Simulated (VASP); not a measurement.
An input for Ansatz (written as the equivalent of a VASP run, and not itself run):

Ansatz 0.2 input:
```yaml
crystal:
  lattice:
    - [0.0000000, 2.3888033, 2.3888033]
    - [2.3888033, 0.0000000, 2.3888033]
    - [2.3888033, 2.3888033, 0.0000000]
  atoms:
    - { symbol: B, position: [0.0000000, 0.0000000, 0.0000000] }
    - { symbol: As, position: [0.2186035, 0.2813965, 0.2813965] }
kpoints:
  mp_grid: { grid: [10, 10, 10] }
hamiltonian:
  xc: pbesol
  pseudopotentials: { kind: paw }
scf:
  occupations: { method: gaussian, width: 0.05 }
  max_iter: 100
output: { forces: true, stress: true, eigenvalues: true }
```

Problem. Translate this input to VASP (INCAR, KPOINTS, POSCAR, choice of POTCAR).

Solution. This is not unique; one that fits is 
INCAR:
```
SYSTEM  =  BAs
PREC  =  Accurate; ENCUT  =  600; LREAL  =  .FALSE.
LASPH  =  .TRUE.
EDIFF  =  1E-7; NELM  =  100; ALGO  =  Normal
LMAXMIX  =  4
ISMEAR  =  0; SIGMA  =  0.05
GGA  =  PS
ISIF  =  2
LWAVE  =  .FALSE.; LCHARG  =  .FALSE.
```

File KPOINTS:
```
Automatic mesh
0
Gamma
10 10 10
0 0 0
```

File POSCAR:
```
BAs
2.3888030
  0.0000000000   1.0000001354   1.0000001354
  1.0000001354   0.0000000000   1.0000001354
  1.0000001354   1.0000001354   0.0000000000
B As
1 1
direct
  0.0000000000   0.0000000000   0.0000000000
  0.2186035266   0.2813964734   0.2813964734
```

POTCAR, in this order: B As (PBE.64 set). Program: vasp_std.

The two are equivalent in intent, not identical: each code has its own PAW files, so the cut-off isn't converted (ENCUT is set for VASP's; basis.ecutwfc is left out, and Ansatz then takes the one that its files recommend); Ansatz stops its SCF on the density residual and VASP on the energy change (EDIFF).

The compound is BAs in the zinc blende structure. This cell was strained or had an atom moved on purpose.
